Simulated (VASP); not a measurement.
Here is the system:

```
CELL_PARAMETERS angstrom
      1.53576    -2.66001     0.00000
      1.53576     2.66001     0.00000
      0.00000     0.00000     5.04362
ATOMIC_POSITIONS crystal
  Si 0.66667 0.33333 0.49961
  Si 0.33333 0.66667 0.99961
  C  0.66667 0.33333 0.87539
  C  0.33333 0.66667 0.37539
```

The numbers are results of PBE GGA with D4 dispersion, VASP's PBE PAW potentials (set 64) (plane waves; VASP 6.6.1), not measurements. Settings: 520 eV cut-off, 9×9×5 Γ-centred mesh, tetrahedra with Blöchl corrections, potentials Si C.

Task: What does the run give for the energy per atom (σ→0), band gap (on the k-mesh) with the smallest direct gap where there is one?

Result: 
| Item | Result |
|---|---|
| band gap (on the k-mesh) | 2.26 eV |
| smallest direct gap (on the k-mesh) | 4.02 eV |
| energy per atom (σ→0) | -7855 meV/atom |

The compound is SiC in the wurtzite structure, the rare 2H polytype. It was relaxed first.
